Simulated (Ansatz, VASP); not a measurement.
## RhPb in two plane-wave programs

One calculation is typed for both programs; each brings its own data sets. How far apart do they land? The cell is taken from a series of runs on this material, whose earlier steps may have relaxed, scaled, displaced or heated it; both programs get it as it stands.

Program: Ansatz 0.2.0. Level of theory: plane waves, with VASP 6.6.1 beside it; zone-centre phonons at PBEsol. Results are calculated unless marked as measured.

## 1. The starting structure

The structure is hexagonal, space group P6/mmm (No. 191). Conventional cell: a = 5.663 Å, b = 5.663 Å, c = 4.443 Å, α = 90.00°, β = 90.00°, γ = 120.00°. Nearest to Rh lie 6 Pb at 2.76 to 2.83 Å and 4 Rh at 2.83 Å. Pb has 6 Rh at 2.76 Å nearest. Nearest to Pb lie 6 Rh at 2.83 Å. Farther neighbours are not listed.

## 2. VASP: zone-centre phonons, PBEsol

Second derivatives magnify differences that forces hide, and they need a tight electronic threshold.

Lines of VASP's logs that name or quote its potential files are left out, and so is its time.

Input file INCAR:

```
SYSTEM = RhPb
PREC = Accurate
ENCUT = 500
EDIFF = 1E-08
NELM = 120
ISMEAR = 1
SIGMA = 0.15
LREAL = .FALSE.
ALGO = Normal
GGA = PS
NBANDS = 53
LASPH = .TRUE.
LORBIT = 11
LWAVE = .FALSE.
LCHARG = .FALSE.
ISIF = 2
IBRION = 8
GGA_COMPAT = .FALSE.
KPAR = 2
```

Input file POSCAR:

```
RhPb
1.0
    5.6625619152      0.0000000000      0.0000000000
   -2.8312809576      4.9039224690      0.0000000000
    0.0000000000      0.0000000000      4.4426373385
Rh Pb
3 3
Direct
    0.5000000000      0.0000000000      0.0000000000
    0.5000000000      0.5000000000      0.0000000000
    0.0000000000      0.5000000000      0.0000000000
    0.3333333333      0.6666666667      0.5000000000
    0.6666666667      0.3333333333      0.5000000000
    0.0000000000      0.0000000000      0.0000000000
```

Input file KPOINTS:

```
Automatic mesh
0
Gamma
6 6 8
0 0 0
```

PAW data sets: Rh_pv and Pb_d (PBE family, release 64).

Run with:

```sh
$ mpirun -np 2 vasp_std
```

Numbers of over 12 decimals in the logs are rounded to 6 here.

What it wrote:

```text
[banner, memory and clock lines left out]
running    2 mpi-ranks, on    1 nodes
 distrk:  each k-point on    1 cores,    2 groups
 distr:  one band on    1 cores,    1 groups

 POSCAR found type information on POSCAR RhPb
 POSCAR found :  2 types and       6 ions
|                                                                             |
|               ----> ADVICE to this user running VASP <----                  |
|                                                                             |
|     You enforced a specific xc type in the INCAR file but a different       |
|     [... a line on the potential file left out ...]
|     I HOPE YOU KNOW WHAT YOU ARE DOING!                                     |
|                                                                             |

 LDA part: xc-table for (Slater+PW92), standard interpolation
 POSCAR, INCAR and KPOINTS ok, starting setup
 FFT: planning ... GRIDC
 FFT: planning ... GRID_SOFT
 FFT: planning ... GRID
 WAVECAR not read
 entering main loop
       N       E                     dE             d eps       ncg     rms          rms(c)
DAV:   1     0.123182990587E+04    0.12318E+04   -0.45319E+04  3822   0.203E+03
DAV:   2     0.921226063035E+02   -0.11397E+04   -0.11100E+04  3801   0.616E+02
DAV:   3    -0.313763892992E+02   -0.12350E+03   -0.11746E+03  4091   0.224E+02
DAV:   4    -0.379465980986E+02   -0.65702E+01   -0.64755E+01  4653   0.519E+01
DAV:   5    -0.381671967272E+02   -0.22060E+00   -0.22041E+00  5050   0.924E+00    0.125E+01
DAV:   6    -0.371129873083E+02    0.10542E+01   -0.13184E+00  4482   0.925E+00    0.599E+00
DAV:   7    -0.368341828481E+02    0.27880E+00   -0.84132E-01  4769   0.637E+00    0.106E+00
DAV:   8    -0.368300701093E+02    0.41127E-02   -0.11027E-01  4459   0.270E+00    0.490E-01
DAV:   9    -0.368265152923E+02    0.35548E-02   -0.18373E-02  4520   0.149E+00    0.110E-01
DAV:  10    -0.368265553983E+02   -0.40106E-04   -0.27714E-03  4879   0.657E-01    0.543E-02
DAV:  11    -0.368265840369E+02   -0.28639E-04   -0.30935E-04  4723   0.126E-01    0.139E-02
DAV:  12    -0.368265891715E+02   -0.51346E-05   -0.26398E-05  5104   0.725E-02    0.774E-03
DAV:  13    -0.368265886295E+02    0.54204E-06   -0.49926E-06  4073   0.131E-02    0.168E-03
DAV:  14    -0.368265882900E+02    0.33952E-06   -0.38825E-07  4822   0.807E-03    0.561E-04
DAV:  15    -0.368265883859E+02   -0.95957E-07   -0.62379E-08  3899   0.179E-03    0.242E-04
DAV:  16    -0.368265883909E+02   -0.49313E-08   -0.54848E-09  2435   0.111E-03
   1 F= -.36826588E+02 E0= -.36826592E+02  d E =0.105251E-04
 Linear response reoptimize wavefunctions to high precision
DAV:   1    -0.368265884010E+02   -0.10103E-07   -0.23809E-09  2173   0.631E-04
DAV:   2    -0.368265884011E+02   -0.15643E-09   -0.10875E-09  2115   0.246E-04
DAV:   3    -0.368265884013E+02   -0.15825E-09   -0.42790E-10  2100   0.185E-04
 Linear response DOF=           7
 Linear response progress:
  Degree of freedom:   1/  7
       N       E                     dE             d eps       ncg     rms          rms(c)
RMM:   1    -0.398826381497E+00   -0.39883E+00    0.27381E+01  7937   0.399E+01
RMM:   2    -0.536699304576E+00   -0.13787E+00   -0.19579E-01 11515   0.197E+00    0.137E-01
RMM:   3    -0.536246666017E+00    0.45264E-03   -0.29065E-02 12084   0.799E-01    0.715E-02
RMM:   4    -0.536356034413E+00   -0.10937E-03   -0.27718E-03 12275   0.227E-01    0.454E-02
RMM:   5    -0.536540844901E+00   -0.18481E-03   -0.56089E-04 13176   0.956E-02    0.145E-02
RMM:   6    -0.536595013711E+00   -0.54169E-04   -0.66274E-05 13645   0.308E-02    0.104E-02
RMM:   7    -0.536609817921E+00   -0.14804E-04   -0.11601E-05 12745   0.134E-02    0.253E-03
RMM:   8    -0.536613894669E+00   -0.40767E-05   -0.39361E-06 13870   0.587E-03    0.865E-04
RMM:   9    -0.536617137293E+00   -0.32426E-05   -0.91968E-07 13674   0.268E-03    0.230E-04
RMM:  10    -0.536618699718E+00   -0.15624E-05   -0.47524E-07 14782   0.119E-03    0.131E-04
RMM:  11    -0.536619939507E+00   -0.12398E-05   -0.39725E-07 14095   0.628E-04    0.606E-05
RMM:  12    -0.536620721298E+00   -0.78179E-06   -0.18852E-07 13997   0.388E-04    0.125E-05
RMM:  13    -0.536620701142E+00    0.20156E-07   -0.92340E-08 14246   0.260E-04    0.112E-05
RMM:  14    -0.536620903197E+00   -0.20205E-06   -0.15727E-07 13581   0.190E-04    0.421E-06
RMM:  15    -0.536620977803E+00   -0.74607E-07   -0.92245E-08 14152   0.144E-04    0.265E-06
RMM:  16    -0.536621057895E+00   -0.80092E-07   -0.18367E-08 13986   0.116E-04    0.751E-07
RMM:  17    -0.536621065822E+00   -0.79272E-08   -0.19158E-08 12498   0.956E-05    0.121E-06
 first order change of Fermi-energy  -0.22270E-03
 force on displaced ion       1 direction 1 :  -4.427   0.000   0.000
 Linear response progress:
  Degree of freedom:   2/  7
[...]
RMM:   7    -0.543847775617E+00   -0.25907E-04   -0.28953E-05 12909   0.153E-02    0.447E-03
RMM:   8    -0.543866233222E+00   -0.18458E-04    0.45207E-06 13212   0.749E-03    0.123E-03
RMM:   9    -0.543875785586E+00   -0.95524E-05   -0.70016E-06 13126   0.356E-03    0.452E-04
RMM:  10    -0.543877146529E+00   -0.13609E-05   -0.44196E-07 13782   0.168E-03    0.224E-04
RMM:  11    -0.543878556748E+00   -0.14102E-05   -0.16074E-06 14283   0.888E-04    0.765E-05
[...]
RMM:  13    -0.532601133593E+00    0.35412E-08    0.22932E-08 14433   0.245E-04    0.128E-05
 first order change of Fermi-energy   0.37736E-04
 force on displaced ion       1 direction 3 :  -0.000   0.000  -5.026
 Linear response progress:
  Degree of freedom:   4/  7
       N       E                     dE             d eps       ncg     rms          rms(c)
RMM:   1    -0.337533718307E+00   -0.33753E+00   -0.10190E-02 14062   0.410E+00
RMM:   2    -0.339250493624E+00   -0.17168E-02   -0.27660E-02 16668   0.793E-01    0.983E-02
RMM:   3    -0.339538484177E+00   -0.28799E-03   -0.33925E-03 18713   0.285E-01    0.651E-02
RMM:   4    -0.339494326559E+00    0.44158E-04   -0.45234E-04 17545   0.122E-01    0.475E-02
RMM:   5    -0.339348454383E+00    0.14587E-03   -0.10142E-04 19027   0.499E-02    0.857E-03
RMM:   6    -0.339327195899E+00    0.21258E-04   -0.21083E-05 20151   0.197E-02    0.189E-03
RMM:   7    -0.339331620261E+00   -0.44244E-05   -0.30889E-06 19413   0.705E-03    0.493E-04
RMM:   8    -0.339329892725E+00    0.17275E-05   -0.13199E-06 19829   0.322E-03    0.367E-04
RMM:   9    -0.339329100014E+00    0.79271E-06   -0.54648E-07 18684   0.164E-03    0.258E-04
RMM:  10    -0.339328223997E+00    0.87602E-06   -0.44324E-08 19832   0.876E-04    0.515E-05
RMM:  11    -0.339328289496E+00   -0.65499E-07   -0.16149E-07 20069   0.477E-04    0.357E-05
RMM:  12    -0.339328338429E+00   -0.48933E-07   -0.59420E-08 20100   0.270E-04    0.213E-05
RMM:  13    -0.339328347127E+00   -0.86975E-08   -0.36469E-09 20742   0.166E-04    0.868E-06
 first order change of Fermi-energy  -0.14453E-04
 force on displaced ion       4 direction 1 :  -6.582   0.002   0.000
 Linear response progress:
  Degree of freedom:   5/  7
       N       E                     dE             d eps       ncg     rms          rms(c)
RMM:   1    -0.337787273430E+00   -0.33779E+00   -0.41047E-02  6174   0.459E+00
RMM:   2    -0.335957642793E+00    0.18296E-02   -0.40497E-02  7077   0.983E-01    0.909E-02
RMM:   3    -0.336038495138E+00   -0.80852E-04   -0.45867E-03  8064   0.319E-01    0.490E-02
RMM:   4    -0.335768536556E+00    0.26996E-03   -0.63321E-04  8458   0.136E-01    0.111E-02
RMM:   5    -0.335756691938E+00    0.11845E-04   -0.10807E-04  8536   0.469E-02    0.433E-03
RMM:   6    -0.335752563841E+00    0.41281E-05   -0.16014E-05  8603   0.218E-02    0.113E-03
RMM:   7    -0.335753104583E+00   -0.54074E-06   -0.38372E-06  8296   0.848E-03    0.737E-04
RMM:   8    -0.335753193279E+00   -0.88696E-07   -0.72912E-07  8431   0.414E-03    0.362E-04
RMM:   9    -0.335752975363E+00    0.21792E-06    0.63951E-07  8570   0.202E-03    0.169E-04
RMM:  10    -0.335753114245E+00   -0.13888E-06   -0.31387E-07  8532   0.104E-03    0.376E-05
RMM:  11    -0.335753103621E+00    0.10623E-07    0.26830E-07  9224   0.549E-04    0.165E-05
RMM:  12    -0.335753100372E+00    0.32492E-08    0.11696E-07  8816   0.303E-04    0.514E-06
RMM:  13    -0.335753081572E+00    0.18800E-07    0.46140E-08  9217   0.184E-04    0.378E-06
RMM:  14    -0.335753035135E+00    0.46437E-07   -0.53294E-08  9132   0.125E-04    0.569E-06
RMM:  15    -0.335753053482E+00   -0.18347E-07   -0.85289E-09  8716   0.931E-05    0.378E-06
RMM:  16    -0.335753053388E+00    0.93143E-10   -0.19780E-08  8152   0.761E-05    0.423E-06
 first order change of Fermi-energy   0.29127E-03
 force on displaced ion       4 direction 3 :   0.000  -0.000 -13.403
 Linear response progress:
  Degree of freedom:   6/  7
       N       E                     dE             d eps       ncg     rms          rms(c)
RMM:   1    -0.341331148354E+00   -0.34133E+00   -0.91129E-02  9233   0.371E+00
RMM:   2    -0.341147066185E+00    0.18408E-03   -0.29846E-02 10564   0.800E-01    0.588E-02
RMM:   3    -0.341121225823E+00    0.25840E-04   -0.37442E-03 11455   0.263E-01    0.329E-02
RMM:   4    -0.340702893671E+00    0.41833E-03   -0.51248E-04 11919   0.113E-01    0.684E-03
RMM:   5    -0.340685787988E+00    0.17106E-04   -0.73214E-05 12136   0.399E-02    0.488E-03
RMM:   6    -0.340681376304E+00    0.44117E-05   -0.16126E-05 11629   0.178E-02    0.350E-03
RMM:   7    -0.340671793751E+00    0.95826E-05   -0.33012E-06 12031   0.797E-03    0.714E-04
RMM:   8    -0.340669699411E+00    0.20943E-05   -0.89528E-07 12719   0.337E-03    0.513E-04
RMM:   9    -0.340669203770E+00    0.49564E-06   -0.27999E-07 12330   0.156E-03    0.199E-04
RMM:  10    -0.340669044347E+00    0.15942E-06   -0.60278E-08 12618   0.776E-04    0.576E-05
RMM:  11    -0.340668853003E+00    0.19134E-06   -0.72355E-08 12482   0.373E-04    0.262E-05
RMM:  12    -0.340668721114E+00    0.13189E-06   -0.55493E-08 13052   0.199E-04    0.674E-06
RMM:  13    -0.340668738837E+00   -0.17723E-07   -0.34036E-08 12850   0.112E-04    0.372E-06
RMM:  14    -0.340668721038E+00    0.17799E-07    0.12954E-08 13272   0.710E-05    0.112E-06
RMM:  15    -0.340668710705E+00    0.10334E-07   -0.64197E-09 11999   0.512E-05    0.635E-07
RMM:  16    -0.340668702739E+00    0.79657E-08    0.56416E-09 10575   0.410E-05    0.310E-07
 first order change of Fermi-energy  -0.13798E-03
 force on displaced ion       6 direction 1 :  -6.552   0.000   0.000
 Linear response progress:
  Degree of freedom:   7/  7
       N       E                     dE             d eps       ncg     rms          rms(c)
RMM:   1    -0.331348133272E+00   -0.33135E+00   -0.95220E-02  5308   0.305E+00
RMM:   2    -0.333992811661E+00   -0.26447E-02   -0.14317E-02  6032   0.541E-01    0.344E-02
RMM:   3    -0.334334312793E+00   -0.34150E-03   -0.17288E-03  6276   0.173E-01    0.171E-02
RMM:   4    -0.334290478822E+00    0.43834E-04   -0.16130E-04  6371   0.667E-02    0.888E-03
RMM:   5    -0.334268153089E+00    0.22326E-04   -0.35200E-05  6391   0.267E-02    0.275E-03
RMM:   6    -0.334246473959E+00    0.21679E-04   -0.57037E-06  6524   0.106E-02    0.998E-04
RMM:   7    -0.334242226456E+00    0.42475E-05   -0.77533E-07  5941   0.329E-03    0.456E-04
RMM:   8    -0.334239378536E+00    0.28479E-05   -0.28497E-07  6494   0.164E-03    0.232E-04
RMM:   9    -0.334241579726E+00   -0.22012E-05   -0.10537E-07  6264   0.740E-04    0.663E-05
RMM:  10    -0.334241659618E+00   -0.79892E-07   -0.11844E-07  6433   0.336E-04    0.160E-05
RMM:  11    -0.334241694241E+00   -0.34623E-07   -0.21979E-08  6815   0.169E-04    0.499E-06
RMM:  12    -0.334241696322E+00   -0.20811E-08   -0.99414E-09  6733   0.923E-05    0.324E-06
 first order change of Fermi-energy  -0.35732E-03
 force on displaced ion       6 direction 3 :  -0.000   0.000  -1.928
 Linear response finished
```

(Part 1 of 3 ends here.)

[Lines on the potential files, build, host, timing and source positions are cut from VASP's logs without a mark.]

[Logs are printed without paths, hosts, clocks, repeated set-up lines and the standing remarks that a program may print on its own settings, such as how far it seeks lower states.]

[Hosts, paths, dates, database ids (printed as entryN), source tags and the programs' standing remarks are cut or masked in the printed files.]
